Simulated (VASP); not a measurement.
## LiCaSc with LDA: from relaxation to properties

Wanted: the relaxed cell of LiCaSc and its properties. The steps: relaxing cell and atoms (LDA), second relaxation, single point with fields (LDA), bands along the symmetry lines (LDA), total and projected DOS (LDA), volume scan with LDA, fit for LDA and elastic constants (LDA). The cell is invented: other elements were put on sites of a known structure type. It may not be a known or stable phase. The atoms of the start are displaced at random from the sites of a P-6m2 cell.

Main program and level: VASP 6.6.1; LDA; plane waves and PAW (Li_sv, Ca_sv, Sc_sv); invented cell.

This is a report of a sequence of runs, with most program output left out.

## Step 1: The starting structure

Before any relaxation, the start is as follows. Symmetry: P1, No. 1, triclinic system. The conventional cell has a = 3.602 Å, b = 4.137 Å, c = 4.137 Å, α = 120.00°, β = 90.00°, γ = 90.00°. Nearest to Li lie 6 Sc at 2.96 to 3.02 Å and 6 Ca at 2.96 to 3.02 Å. Nearest to Ca lie 3 Sc at 2.38 to 2.40 Å and 6 Li at 2.96 to 3.02 Å. Nearest to Sc lie 3 Ca at 2.38 to 2.40 Å and 6 Li at 2.96 to 3.02 Å. Farther neighbours are not listed.

## Step 2: Relaxing cell and atoms (LDA)

The start need not lie at this functional's minimum. ISIF = 3 frees volume, shape and positions, and EDIFFG sets the threshold on forces and stress at which the search stops. LDA, the lowest rung, knows the local density alone.

Input file INCAR:

```
SYSTEM = LiCaSc
PREC = Accurate
ENCUT = 650
EDIFF = 1E-06
NELM = 100
ISMEAR = 1
SIGMA = 0.2
LREAL = .FALSE.
ALGO = Normal
GGA = CA
LORBIT = 11
LWAVE = .FALSE.
LCHARG = .FALSE.
IBRION = 2
NSW = 60
ISIF = 3
EDIFFG = -0.01
```

Input file POSCAR:

```
LiCaSc
1.0
    4.1365393600      0.0000000000      0.0000000000
   -2.0682696800      3.5823481700      0.0000000000
    0.0000000000      0.0000000000      3.6024159400
Li Ca Sc
1 1 1
Direct
   -0.0004560000     -0.0033100000     -0.0024050000
    0.3396550000      0.6713860000      0.5022420000
    0.6710990000      0.3380690000      0.5026470000
```

Input file KPOINTS:

```
Automatic mesh
0
Gamma
6 6 6
0 0 0
```

The projector-augmented-wave data sets are Li_sv, Ca_sv and Sc_sv (LDA family, release 64).

On the command line:

```bash
> mpirun -np 1 vasp_std
```

It took 15 min on 1 MPI rank of Intel Xeon Platinum 8375C at 2.90GHz (Ice Lake), shared host; peak memory 0.29 GiB.

The k-mesh is coarse for a metal. After so large a change of volume the plane waves of the start cell no longer fit, so the final stress carries a basis-set error.

The steps of the relaxation:

```tsv
step	energy less that of the first step (eV)	largest force (eV/Å)	pressure (GPa)	volume (Å³)
1	0.0000	0.1334	13.32	53.38
2	-1.3713	0.0677	4.38	65.25
3	-2.0947	0.0499	-2.10	83.44
4	-2.1065	0.0510	-2.75	86.01
5	-2.2857	0.0243	-1.92	80.97
6	-2.3036	0.0175	-1.58	79.31
7	-2.3051	0.0153	-1.43	78.69
8	-2.3287	0.0106	-0.09	74.83
9	-2.3289	0.0102	0.02	74.52
10	-2.3289	0.0101	0.05	74.44
11	-2.3290	0.0084	0.03	74.54
```

```tsv
cell as run	before	after	change
a (Å)	4.137	5.370	+29.8 %
b (Å)	4.137	5.362	+29.6 %
c (Å)	3.602	2.989	-17.0 %
α (°)	90.00	89.99	-0.0 %
γ (°)	120.00	119.98	-0.0 %
volume (Å³/atom)	17.79	24.85	+39.6 %
```

The atoms that moved most (Å, as changes of fractional coordinates times the final cell):

```tsv
atom	dx	dy	dz	length
Li1	0.005	0.020	0.009	0.023
Ca2	-0.009	-0.011	-0.005	0.015
Sc3	0.004	-0.009	-0.004	0.011
```

Final coordinates:

```cif
data_structure
_symmetry_space_group_name_H-M 'P 1'
_symmetry_Int_Tables_number 1
_cell_length_a 5.3697
_cell_length_b 5.3617
_cell_length_c 2.9887
_cell_angle_alpha 89.986
_cell_angle_beta 89.995
_cell_angle_gamma 119.976
_cell_volume 74.54
loop_
_atom_site_label
_atom_site_type_symbol
_atom_site_fract_x
_atom_site_fract_y
_atom_site_fract_z
_atom_site_occupancy
Li1 Li 0.00270 0.00099 0.00064 1
Ca2 Ca 0.33678 0.66908 0.50042 1
Sc3 Sc 0.67081 0.33607 0.50142 1
```

Numbers from this step:

| Property | Result |
| --- | --- |
| electrons | 24 |
| bands | 16 |
| irreducible k-points | 112 |
| symmetry operations | 1 |
| free energy (TOTEN) | -9.813 eV |
| energy at zero smearing | -9.813 eV |
| Fermi energy | 2.526 eV |
| pressure | 0.02743 GPa |
| metallic | yes |
| SCF cycles over all ionic steps | 101 |

It ends with a largest force of 0.008 eV/Å and a pressure of 0.03 GPa.

## Step 3: Second relaxation

A relaxation keeps the plane waves of the cell it began with, so it is repeated from the new cell, on a basis made for it. The mesh changes with the cell too.

INCAR is that of step 2.

Input file POSCAR:

```
LiCaSc
1.0
    2.9886786700      0.0000000000      0.0000000000
    0.0000000000      2.6848365500      4.6444660800
    0.0000000000     -2.6848365500      4.6444660800
Li Ca Sc
1 1 1
Direct
    0.5000000000      0.9972952240      0.9972952240
    0.0000000000      0.6632535740      0.6632535740
    0.0000000000      0.3297559190      0.3297559190
```

Input file KPOINTS:

```
Automatic mesh
0
Gamma
8 5 5
0 0 0
```

The cell reached was symmetrised within 0.01 Å before this step, which raises the operations from 1 to 4, which the run then keeps.

On the command line:

```bash
> mpirun -np 1 vasp_std
```

Elapsed: 2.8 min, on 1 MPI rank; peak memory 0.26 GiB.

The run keeps the 4 symmetry operations of its start, so it cannot find a distortion of lower symmetry.

The steps of the relaxation:

```tsv
step	energy less that of the first step (eV)	largest force (eV/Å)	pressure (GPa)	volume (Å³)
1	0.0000	0.0082	0.56	74.54
2	-0.0034	0.0070	0.24	75.47
3	-0.0043	0.0060	-0.03	76.28
```

```tsv
conventional cell, symmetrised	before	after	change
a (Å)	2.989	2.989	+0.0 %
b (Å)	5.370	5.432	+1.2 %
c (Å)	9.289	9.395	+1.1 %
volume (Å³/atom)	24.85	25.43	+2.3 %
```

Final coordinates:

```xyz
3
Lattice="2.9894 0.0000 0.0000 0.0000 2.7161 4.6976 0.0000 -2.7161 4.6976" Properties=species:S:1:pos:R:3 pbc="T T T"
Li    1.4947    0.0000    9.3690
Ca    0.0000    0.0000    6.2319
Sc    0.0000    0.0000    3.0984
```

This step gave:

```yaml
irreducible_k_points: 45
symmetry_operations: 4
free_energy_toten: -9.866 eV
fermi_energy: 2.410 eV
pressure: -0.02955 GPa
scf_cycles_over_all_ionic_steps: 30
```

It ends with a largest force of 0.006 eV/Å and a pressure of -0.03 GPa.

## Step 4: Single point with fields (LDA)

The relaxed cell gets a fresh self-consistent run, on a basis set for its own volume, to fix the density and to check the remaining stress.

Changes to INCAR since step 3:

```diff
@@ -12,6 +12,5 @@
 LWAVE = .FALSE.
-LCHARG = .FALSE.
-IBRION = 2
-NSW = 60
-ISIF = 3
-EDIFFG = -0.01
+LCHARG = .TRUE.
+ISIF = 2
+LELF = .TRUE.
+LVHAR = .TRUE.
```

Input file POSCAR:

```
LiCaSc
1.0
    2.9893830329      0.0000000000      0.0000000000
    0.0000000000      2.7160525077      4.6975904837
    0.0000000000     -2.7160525077      4.6975904837
Li Ca Sc
1 1 1
Direct
    0.5000000000      0.9972157744      0.9972157744
    0.0000000000      0.6633069063      0.6633069063
    0.0000000000      0.3297820362      0.3297820362
```

KPOINTS is that of step 3.

On the command line:

```bash
> mpirun -np 1 vasp_std
```

Elapsed: 71 s, on 1 MPI rank; peak memory 0.26 GiB.

This step gave:

- SCF cycles: 14
- pressure: -0.02579 GPa

Valence electrons inside each PAW sphere by angular momentum. Sphere charges, by row:

```tsv
atom	s (e)	p (e)	d (e)	tot (e)
Li1	2.03	0.056	0	2.086
Ca2	2.1	5.821	0.305	8.226
Sc3	2.291	6.057	1.047	9.395
```

Valence density in the bc plane at fractional x = 0.000, with atoms of Ca and Sc within 0.2 Å of it. It is the smooth field of the valence electrons, not physical close to the nuclei.

Ten even steps from '_' (0.0 e/Å³) to '@' (8.4 e/Å³), each cell a mean:
```
______________________________
______________________________
________________......________
________________--++==..______
________________--####==..____
________________..++##++..____
__________________..----..____
______....____________________
____..==**==..________________
______--@@@@==________________
______..++@@**..______________
________..--==..______________
____________..________________
______________________________
______________________________
```
Columns run along b (5.4 Å), rows up along c (5.4 Å). Atoms in or near the plane, at fractional coordinates: Ca at (0.66, 0.66), Sc at (0.33, 0.33).

ELF in the bc plane at fractional x = 0.000, with atoms of Ca and Sc within 0.2 Å of it. It is the smooth field of the valence electrons, not physical close to the nuclei.

Ten even steps from '_' (0.06) to '@' (0.84), each cell a mean:
```
====++++==..________..--++++==
++++++++--____..::::____::==++
++++++++--____++####++..__::++
++++++++==..__**%%%%%%**..__--
----------..__==%%####%%++__..
....____....__..**%%##%%##::__
______....______::**%%%%##::__
____--****==______..==**++..__
____==%%@@%%++________________
..__--%%@@@@%%==__......____..
--....++@@@@@@**....--==----==
++--__..++%%%%**..__--++++++++
++++--__..--==--____--++++++++
==++++--..________..--++++++==
====++++--..______..--++++++==
```
Columns run along b (5.4 Å), rows up along c (5.4 Å). Atoms in or near the plane, at fractional coordinates: Ca at (0.66, 0.66), Sc at (0.33, 0.33).

Electrostatic potential energy in the bc plane at fractional x = 0.000, with atoms of Ca and Sc within 0.2 Å of it. With pseudopotentials it is smooth inside the atoms' cores, unlike the true potential.

Ten even steps from '0' (-31 eV) to '9' (3 eV), each cell a mean:
```
999999888899999
999999876689999
999999753347899
999999741014799
999999851001489
998889873000368
887667886311368
875334788754578
874101378887788
985100147999999
997300036899999
998631136899999
999875457899999
999998778999999
999999888999999
```
Columns run along b (5.4 Å; values clipped at the 3rd and 97th percentile), rows up along c (5.4 Å). Atoms in or near the plane, at fractional coordinates: Ca at (0.66, 0.66), Sc at (0.33, 0.33).

In this run the pressure is -0.03 GPa, small enough to go on.

## Step 5: Bands along the symmetry lines (LDA)

Levels along the symmetry lines show where the bands peak and cross; KPOINTS_OPT computes them in the converged potential.

Changes to INCAR since step 4:

```diff
@@ -12,5 +12,2 @@
 LWAVE = .FALSE.
-LCHARG = .TRUE.
-ISIF = 2
-LELF = .TRUE.
-LVHAR = .TRUE.
+LCHARG = .FALSE.
```

POSCAR is that of step 4.

KPOINTS is that of step 4.

Input file KPOINTS_OPT:

```
Line mode
16
Line-mode
Reciprocal
  0.00000000   0.00000000   0.00000000 GAMMA
  0.00000000   0.33357301  -0.33357301 X

  0.00000000   0.33357301  -0.33357301 X
  0.00000000   0.00000000  -0.50000000 S

  0.00000000   0.00000000  -0.50000000 S
 -0.50000000   0.00000000  -0.50000000 R

 -0.50000000   0.00000000  -0.50000000 R
 -0.50000000   0.33357301  -0.33357301 A

 -0.50000000   0.33357301  -0.33357301 A
 -0.50000000   0.00000000   0.00000000 Z

 -0.50000000   0.00000000   0.00000000 Z
  0.00000000   0.00000000   0.00000000 GAMMA

  0.00000000   0.00000000   0.00000000 GAMMA
  0.00000000  -0.50000000  -0.50000000 Y

  0.00000000  -0.50000000  -0.50000000 Y
  0.00000000  -0.33357301  -0.66642699 X1

  0.00000000  -0.33357301  -0.66642699 X1
 -0.50000000  -0.33357301  -0.66642699 A1

 -0.50000000  -0.33357301  -0.66642699 A1
 -0.50000000  -0.50000000  -0.50000000 T

 -0.50000000  -0.50000000  -0.50000000 T
  0.00000000  -0.50000000  -0.50000000 Y

 -0.50000000   0.00000000   0.00000000 Z
 -0.50000000  -0.50000000  -0.50000000 T
```

On the command line:

```bash
> mpirun -np 1 vasp_std
```

Wall time 3.9 min (1 MPI rank); peak memory 0.3 GiB.

Within 0.02 Å the cell has space group P-6m2; at a tight tolerance a small distortion makes it Amm2.

The electronic bands at the labelled points (eV, zero at the Fermi level; # counts the bands kept):

```tsv
point	#1	#2	#3	#4	#5
Γ	-4.30	-0.27	-0.27	-0.24	0.73
0.53 of the way	-3.65	-1.11	-0.91	0.11	0.30
X	-2.54	-2.11	-1.73	0.24	0.45
0.47 of the way	-2.81	-2.13	-1.27	0.23	0.47
S	-2.97	-2.19	-0.76	0.24	0.26
0.53 of the way	-1.74	-1.50	-0.23	0.09	0.85
R	-0.76	-0.71	0.08	0.25	0.66
0.47 of the way	-0.90	-0.55	0.00	0.20	0.71
A	-0.97	-0.44	-0.10	0.15	0.94
0.47 of the way	-0.71	-0.46	-0.44	0.04	0.79
Z	-1.18	-0.25	-0.25	0.19	1.38
0.47 of the way	-3.06	0.26	0.26	0.38	0.39
Γ	-4.30	-0.27	-0.27	-0.24	0.73
0.47 of the way	-3.92	-0.91	-0.41	-0.08	0.27
Y	-2.97	-2.19	-0.76	0.24	0.26
0.47 of the way	-2.84	-2.14	-1.18	0.23	0.48
X1	-2.54	-2.11	-1.73	0.24	0.45
0.47 of the way	-1.62	-1.37	-1.30	0.32	1.04
A1	-0.97	-0.44	-0.10	0.15	0.94
0.47 of the way	-0.92	-0.53	-0.01	0.20	0.74
T	-0.76	-0.72	0.09	0.26	0.65
0.47 of the way	-1.74	-1.50	-0.23	0.09	0.86
Y	-2.97	-2.19	-0.76	0.24	0.26
jump to Z	-1.18	-0.25	-0.25	0.19	1.38
0.53 of the way	-0.61	-0.56	-0.54	0.09	0.92
T	-0.76	-0.72	0.09	0.26	0.65
```

Of the projections kept (Li, Ca, Sc), the largest for each band there; the rest of the weight can lie on other orbitals:

```tsv
point	#1	#2	#3	#4	#5
Γ	Sc 0.64	Sc 0.74	Sc 0.74	Sc 0.97	Sc 0.59
X	Sc 0.86	Ca 0.62	Sc 0.52	Sc 0.97	Sc 0.75
S	Sc 0.73	Sc 0.43	Sc 0.74	Sc 0.70	Sc 0.91
R	Sc 0.76	Sc 0.74	Sc 0.51	Sc 0.78	Sc 0.64
A	Sc 0.71	Sc 0.93	Ca 0.73	Sc 0.69	Sc 0.81
Z	Sc 0.63	Sc 0.82	Sc 0.83	Sc 0.59	Sc 0.98
```

There is no gap at this level.

## Step 6: Total and projected DOS (LDA)

Here the states are counted by energy and projected on the atoms. The mesh is finer than in the run before.

Changes to INCAR since step 5:

```diff
@@ -5,3 +5,3 @@
 NELM = 100
-ISMEAR = 1
+ISMEAR = -5
 SIGMA = 0.2
@@ -13 +13,2 @@
 LCHARG = .FALSE.
+NEDOS = 2001
```

POSCAR is that of step 5.

Input file KPOINTS:

```
Automatic mesh
0
Gamma
11 7 7
0 0 0
```

On the command line:

```bash
> mpirun -np 1 vasp_std
```

Wall time 2.4 min (1 MPI rank); peak memory 0.34 GiB.

With tetrahedra the forces and stress of a metal are not exact derivatives of the energy.

Numbers from this step:

```yaml
scf_cycles: 15
irreducible_k_points: 96
free_energy_toten: -9.891 eV
fermi_energy: 2.397 eV
pressure: -0.05177 GPa
dos_at_the_fermi_level: 1.395 states/eV/cell
```

The density of states has structure finer than the step of the table below, so its rows give means over 0.5 eV, whole bins alone (the curve runs from -12.0 to 0.841 eV). Peaks (eV: height): total -0.94: 7.45, -0.52: 7.50, 0.27: 10.2, 0.61: 7.87; Sc d -0.94: 2.07, -0.52: 2.51, 0.36: 4.06, 0.61: 3.26; Ca d -0.94: 0.743, -0.52: 0.596, -0.38: 0.476, 0.27: 0.917, 0.61: 0.854.

States under -12.0 eV and over 0.8 eV are left out. Table of density of states by energy, zero at the Fermi level; means over each step; values in states/eV/cell:

```tsv
energy (eV)	total	Sc d	Ca d
-4.5	3.4e-4	0	0
-4.0	0.211	2.9e-4	9.4e-5
-3.5	0.451	0.00193	0.00101
-3.0	0.736	0.00780	0.00415
-2.5	0.654	0.0101	0.00673
-2.0	0.846	0.0270	0.0156
-1.5	1.46	0.111	0.0471
-1.0	2.66	0.494	0.167
-0.5	4.18	1.20	0.323
0.0	2.61	0.867	0.185
0.5	6.32	2.66	0.608
```

The finer mesh and the other smearing move the Fermi level by -0.01 eV from the 8×5×5 run, a small shift, which tests the Fermi level alone. Of the states within 0.3 eV of the Fermi level, the largest shares in the PAW spheres are Sc d 33 % and Ca d 7 %. The rest lies in smaller channels or between the spheres.

## Step 7: Volume scan with LDA, volume scale 0.94

An equation of state needs energies on both sides of the minimum, all on one mesh and cutoff.

Changes to INCAR since step 6:

```diff
@@ -5,3 +5,3 @@
 NELM = 100
-ISMEAR = -5
+ISMEAR = 1
 SIGMA = 0.2
@@ -13,2 +13,2 @@
 LCHARG = .FALSE.
-NEDOS = 2001
+ISIF = 2
```

Input file POSCAR:

```
LiCaSc
1.0
    2.9283580927      0.0000000000      0.0000000000
    0.0000000000      2.6606073071      4.6016943823
    0.0000000000     -2.6606073071      4.6016943823
Li Ca Sc
1 1 1
Direct
    0.5000000000      0.9972157744      0.9972157744
    0.0000000000      0.6633069063      0.6633069063
    0.0000000000      0.3297820362      0.3297820362
```

Input file KPOINTS:

```
Automatic mesh
0
Gamma
8 5 5
0 0 0
```

On the command line:

```bash
> mpirun -np 1 vasp_std
```

It took 60 s on 1 MPI rank; peak memory 0.24 GiB.

The scan keeps the cell's shape and the fractional positions fixed.

This step gave:

```
SCF cycles           : 14
irreducible k-points : 45
free energy (TOTEN)  : -9.843 eV
Fermi energy         : 2.698 eV
pressure             : 1.628 GPa
```

The pressure here is 1.63 GPa.

## Step 8: Volume scan with LDA, volume scale 0.96

INCAR is that of step 7.

Input file POSCAR:

```
LiCaSc
1.0
    2.9489810122      0.0000000000      0.0000000000
    0.0000000000      2.6793445956      4.6341017485
    0.0000000000     -2.6793445956      4.6341017485
Li Ca Sc
1 1 1
Direct
    0.5000000000      0.9972157744      0.9972157744
    0.0000000000      0.6633069063      0.6633069063
    0.0000000000      0.3297820362      0.3297820362
```

KPOINTS is that of step 7.

On the command line:

```bash
> mpirun -np 1 vasp_std
```

It took 74 s on 1 MPI rank; peak memory 0.25 GiB.

Numbers from this step:

| Property | Result |
| --- | --- |
| free energy (TOTEN) | -9.856 eV |
| Fermi energy | 2.599 eV |
| pressure | 1.027 GPa |

The pressure falls from 1.63 to 1.03 GPa.

The run ends at a pressure of 1.03 GPa, with forces up to 0.0070 eV/Å.

## Step 9: Volume scan with LDA, volume scale 0.98

INCAR is that of step 8.

Input file POSCAR:

```
LiCaSc
1.0
    2.9693194550      0.0000000000      0.0000000000
    0.0000000000      2.6978234181      4.6660620808
    0.0000000000     -2.6978234181      4.6660620808
Li Ca Sc
1 1 1
Direct
    0.5000000000      0.9972157744      0.9972157744
    0.0000000000      0.6633069063      0.6633069063
    0.0000000000      0.3297820362      0.3297820362
```

KPOINTS is that of step 8.

On the command line:

```bash
> mpirun -np 1 vasp_std
```

The job ended after 80 s (1 MPI rank; peak memory 0.26 GiB).

The pressure falls from 1.03 to 0.48 GPa.

The run ends at a pressure of 0.48 GPa, with forces up to 0.0065 eV/Å.

## Step 10: Volume scan with LDA, volume scale 1

INCAR is that of step 9.

Input file POSCAR:

```
LiCaSc
1.0
    2.9893830329      0.0000000000      0.0000000000
    0.0000000000      2.7160525077      4.6975904837
    0.0000000000     -2.7160525077      4.6975904837
Li Ca Sc
1 1 1
Direct
    0.5000000000      0.9972157744      0.9972157744
    0.0000000000      0.6633069063      0.6633069063
    0.0000000000      0.3297820362      0.3297820362
```

KPOINTS is that of step 9.

On the command line:

```bash
> mpirun -np 1 vasp_std
```

Run time: 71 s. Hardware: 1 MPI rank; peak memory 0.26 GiB.

[end of part 1 of 2]

[Lines on the potential files, build, host, timing and source positions are cut from VASP's logs without a mark.]

[Logs are printed without paths, hosts, clocks, repeated set-up lines and the standing remarks that a program may print on its own settings, such as how far it seeks lower states.]

[Hosts, paths, dates, database ids (printed as entryN), source tags and the programs' standing remarks are cut or masked in the printed files.]

[A measured line is paired with the nearest computed mode of its activity, which favours agreement.]
